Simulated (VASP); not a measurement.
Method: PBE GGA, VASP's PBE PAW potentials (set 64) (plane waves; VASP).

Input for VASP

File KPOINTS:
```
Automatic mesh
0
Gamma
6 6 8
0 0 0
```

POSCAR:
```
SiO2
1
    4.0324512869     0.0000000000     0.0000000000
   -0.0000000000     4.0324512869     0.0000000000
    0.0000000000     0.0000000000     2.6173116097
Si O
2 4
Direct
  1.0000000000   0.0000000000   0.0000000000
  0.5000000000   0.5000000000   0.5000000000
  0.3027501483   0.3027501483   1.0000000000
  0.8027501483   0.1972498517   0.5000000000
  0.1972498517   0.8027501483   0.5000000000
  0.6972498517   0.6972498517   0.0000000000
```

### INCAR
```
! general
SYSTEM  = SiO2
PREC    = Accurate
ENCUT   = 620
LREAL   = F   ! projection in real space or not
LASPH   = T

! electronic loop
EDIFF   = 1E-6
NELM    = 100
ALGO    = Normal

! smearing
ISMEAR  = 0   ! Gaussian
SIGMA   = 0.05   ! width (eV)

! functional
GGA     = PE

! ions
IBRION  = 2   ! conjugate gradients
NSW     = 40   ! most ionic steps
ISIF    = 3
EDIFFG  = -0.02
PSTRESS = 450

! output
LWAVE   = F
LCHARG  = F
```

POTCAR, in this order: Si O (PBE.64 set). Program: vasp_std.

Task: What will the output report for the number of irreducible k-points (NKPTS), largest plane-wave count, number of space-group operations, FFT grid (NGX, NGY, NGZ)?

Result: 
- number of irreducible k-points (NKPTS) = 50
- largest plane-wave count = 1514
- number of space-group operations = 16
- FFT grid (NGX, NGY, NGZ) = 36 × 36 × 24

The compound is SiO2 in the rutile structure, stishovite, a high-pressure form. It was relaxed first under an external pressure of 45 GPa.
